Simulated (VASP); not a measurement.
Consider the following.

```
CELL_PARAMETERS angstrom
      3.92155     0.00000     0.00000
      0.00000     3.92155     0.00000
      0.00000     0.00000     3.92155
ATOMIC_POSITIONS crystal
  K  0.00000 0.00000 0.00000
  Mg 0.50000 0.50000 0.50000
  F  0.50000 0.00000 0.50000
  F  0.00000 0.50000 0.50000
  F  0.50000 0.50000 0.00000
```

Calculation: vdW-DF-cx, VASP's PBE PAW potentials (set 64) (plane waves; VASP). Settings: 520 eV cut-off, 6×6×6 Γ-centred mesh, Gaussian smearing of 0.050 eV, potentials K_sv Mg F.

Problem. What does the run give for the energy per atom (σ→0), pressure, band gap (on the k-mesh) with the smallest direct gap where there is one?

Solution. 
```yaml
band gap (on the k-mesh): 7.80 eV
smallest direct gap (on the k-mesh): 8.12 eV
energy per atom (σ→0): -3.055 eV/atom
pressure: 5.18 GPa
```

Only differences to runs with the same potentials and settings are physical.

The compound is KMgF3 in the cubic perovskite structure. This cell is one point of a volume scan, at 0.94 of the reference volume.
